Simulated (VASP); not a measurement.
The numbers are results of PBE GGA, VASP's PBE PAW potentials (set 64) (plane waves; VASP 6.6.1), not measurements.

Input for VASP

POSCAR:
```
MgS
1
    0.0000000000     2.6116333952     2.6116333952
    2.6116333952    -0.0000000000     2.6116333952
    2.6116333952     2.6116333952     0.0000000000
Mg S
1 1
Direct
  0.0000000000   0.0000000000   0.0000000000
  0.5000000000   0.5000000000   0.5000000000
```

INCAR:
```
SYSTEM = MgS
PREC = Accurate
ENCUT = 400
EDIFF = 1E-7
NELM = 100
ALGO = Normal
LREAL = .FALSE.
LASPH = .TRUE.
ISMEAR = 0
SIGMA = 0.05
GGA = PE
LWAVE = .FALSE.
LCHARG = .FALSE.
LORBIT = 11
ICHARG = 11
```

KPOINTS:
```
k-points along high-symmetry lines
15
Line-mode
Reciprocal
  0.000000   0.000000   0.000000 ! GAMMA
  0.500000   0.000000   0.500000 ! X

  0.500000   0.000000   0.500000 ! X
  0.625000   0.250000   0.625000 ! U

  0.375000   0.375000   0.750000 ! K
  0.000000   0.000000   0.000000 ! GAMMA

  0.000000   0.000000   0.000000 ! GAMMA
  0.500000   0.500000   0.500000 ! L

  0.500000   0.500000   0.500000 ! L
  0.500000   0.250000   0.750000 ! W

  0.500000   0.250000   0.750000 ! W
  0.500000   0.000000   0.500000 ! X
```

POTCAR, in this order: Mg S (PBE.64 set). Program: vasp_std. Read from the step before: CHGCAR.

The resulting files:

### OUTCAR
```
 ion  position               nearest neighbor table
   1  0.000  0.000  0.000-   2 2.61   2 2.61   2 2.61   2 2.61   2 2.61   2 2.61
   2  0.500  0.500  0.500-   1 2.61   1 2.61   1 2.61   1 2.61   1 2.61   1 2.61
  LATTYP: Found a face centered cubic cell.
 ALAT       =     5.2232667904
 Subroutine PRICEL returns:
 Original cell was already a primitive cell.
 Subroutine GETGRP returns: Found 48 space group operations
The static configuration has the point symmetry O_h .
The dynamic configuration has the point symmetry O_h .
 Subroutine INISYM returns: Found 48 space group operations
   k-points           NKPTS =     90   k-points in BZ     NKDIM =     90   number of bands    NBANDS=      8
   number of dos      NEDOS =    301   number of ions     NIONS =      2
   total plane-waves  NPLWV =  13824
   dimension x,y,z NGX =    24 NGY =   24 NGZ =   24
   dimension x,y,z NGXF=    48 NGYF=   48 NGZF=   48
   ions per type =               1   1
   PREC   = accura    normal or accurate (medium, high low for compatibility)
   ISTART =      0    job   : 0-new  1-cont  2-samecut
   ICHARG =     11    charge: 1-file 2-atom 10-const
   ISPIN  =      1    spin polarized calculation?
   LNONCOLLINEAR =      F non collinear calculations
   LSORBIT =      F    spin-orbit coupling
   INIWAV =      1    electr: 0-lowe 1-rand  2-diag
   ENCUT  =  400.0 eV  29.40 Ry    5.42 a.u.   6.02  6.02  6.02*2*pi/ulx,y,z
   NELM   =    100;   NELMIN=  2; NELMDL= -5     # of ELM steps
   EDIFF  = 0.1E-06   stopping-criterion for ELM
   LREAL  =      F    real-space projection
   NLSPLINE    = F    spline interpolate recip. space projectors
   LMAXMIX     =    2 max onsite mixed and CHGCAR
   VOSKOWN=      0    Vosko Wilk Nusair interpolation
   EDIFFG = 0.1E-05   stopping-criterion for IOM
   NSW    =      0    number of steps for IOM
   NBLOCK =      1;   KBLOCK =      1    inner block; outer block
   IBRION =     -1    ionic relax: 0-MD 1-quasi-New 2-CG
   NFREE  =      0    steps in history (QN), initial steepest desc. (CG)
   ISIF   =      2    stress and relaxation
   ISYM   =      2    0-nonsym 1-usesym 2-fastsym
   TEIN   =    0.0    initial temperature
   TEBEG  =    0.0;   TEEND  =   0.0 temperature during run
   SMASS  =  -3.00    Nose mass-parameter (am)
   PSTRESS=    0.0 pullay stress
   NELECT =       8.0000    total number of electrons
   EFERMI =   0.00;   METHOD = LEGACY
   ISMEAR =     0;   SIGMA  =   0.05  broadening in eV -4-tet -1-fermi 0-gaus
   IALGO  =     38    algorithm
   LDIAG  =      T    sub-space diagonalisation (order eigenvalues)
   IMIX   =      4    mixing-type and parameters
     AMIX     =   0.40;   BMIX     =  1.00
     AMIX_MAG =   1.60;   BMIX_MAG =  1.00
     AMIN     =   0.10
   GGA     = PE    functional components
   VOSKOWN =     0    Vosko Wilk Nusair interpolation
   LHFCALC =     F    Hartree Fock is set to
   LHFONE  =     F    Hartree Fock one center treatment
   AEXX    =    0.0000 exact exchange contribution
   IVDW    =     0    specifies the selected vdW correction
   LEPSILON=     F    determine dielectric tensor
   LRPA    =     F    only Hartree local field effects (RPA)
  energy-cutoff  :      400.00
  volume of cell :       35.63
      direct lattice vectors                 reciprocal lattice vectors
     0.000000000  2.611633395  2.611633395    -0.191451067  0.191451067  0.191451067
     2.611633395  0.000000000  2.611633395     0.191451067 -0.191451067  0.191451067
     2.611633395  2.611633395  0.000000000     0.191451067  0.191451067 -0.191451067
 k-point     1 :   0.0000 0.0000 0.0000  plane waves:     645
 k-point     2 :   0.0357 0.0000 0.0357  plane waves:     637
 k-point     3 :   0.0714 0.0000 0.0714  plane waves:     629
 k-point     4 :   0.1071 0.0000 0.1071  plane waves:     637
 k-point     5 :   0.1429 0.0000 0.1429  plane waves:     645
 k-point     6 :   0.1786 0.0000 0.1786  plane waves:     653
 k-point     7 :   0.2143 0.0000 0.2143  plane waves:     645
 k-point     8 :   0.2500 0.0000 0.2500  plane waves:     649
 k-point     9 :   0.2857 0.0000 0.2857  plane waves:     640
 k-point    10 :   0.3214 0.0000 0.3214  plane waves:     644
...
```

File OSZICAR:
```
       N       E                     dE             d eps       ncg     rms          rms(c)
DAV:   1     0.176255216057E+02    0.17626E+02   -0.31864E+03  1496   0.642E+02
DAV:   2    -0.682014092036E+01   -0.24446E+02   -0.23043E+02  2040   0.914E+01
DAV:   3    -0.750972584017E+01   -0.68958E+00   -0.68958E+00  1936   0.210E+01
DAV:   4    -0.751218217742E+01   -0.24563E-02   -0.24563E-02  2368   0.132E+00
DAV:   5    -0.751218556520E+01   -0.33878E-05   -0.33878E-05  1960   0.339E-02
DAV:   6    -0.751218560208E+01   -0.36874E-07   -0.36875E-07  2272   0.252E-03
   1 F= -.75121856E+01 E0= -.75121856E+01  d E =-.903412E-17
```

OUTCAR:
```
 val. band max:        3.6238107650   @ k =   0.0000   0.0000   0.0000

 cond. band min:       6.3743969834   @ k =   0.5000   0.0000   0.5000



 k-point     1 :       0.0000    0.0000    0.0000
  band No.  band energies     occupation
      1      -8.9787      2.00000
      2       3.6238      2.00000
      3       3.6238      2.00000
      4       3.6238      2.00000
      5       7.2438      0.00000
      6      11.5853      0.00000
      7      11.5853      0.00000
      8      11.5853      0.00000

 k-point     2 :       0.0357    0.0000    0.0357
  band No.  band energies     occupation
      1      -8.9622      2.00000
      2       3.5148      2.00000
      3       3.5948      2.00000
      4       3.5948      2.00000
      5       7.3687      0.00000
      6      11.4820      0.00000
      7      11.6427      0.00000
      8      11.6427      0.00000

 k-point     3 :       0.0714    0.0000    0.0714
  band No.  band energies     occupation
      1      -8.9132      2.00000
      2       3.2273      2.00000
      3       3.5114      2.00000
      4       3.5114      2.00000
      5       7.6999      0.00000
      6      11.2092      0.00000
      7      11.8105      0.00000
      8      11.8105      0.00000

 k-point     4 :       0.1071    0.0000    0.1071
  band No.  band energies     occupation
      1      -8.8330      2.00000
      2       2.8362      2.00000
      3       3.3829      2.00000
      4       3.3829      2.00000
      5       8.1476      0.00000
      6      10.8391      0.00000
      7      12.0765      0.00000
      8      12.0766      0.00000

 k-point     5 :       0.1429    0.0000    0.1429
  band No.  band energies     occupation
      1      -8.7236      2.00000
      2       2.3996      2.00000
      3       3.2219      2.00000
      4       3.2219      2.00000
      5       8.6118      0.00000
      6      10.4311      0.00000
      7      11.8240      0.00000
      8      12.4239      0.00000
...
```

The density is held fixed in this step, so its total energy and stress have no physical meaning.

The compound is MgS in the rock salt structure. It was relaxed first.
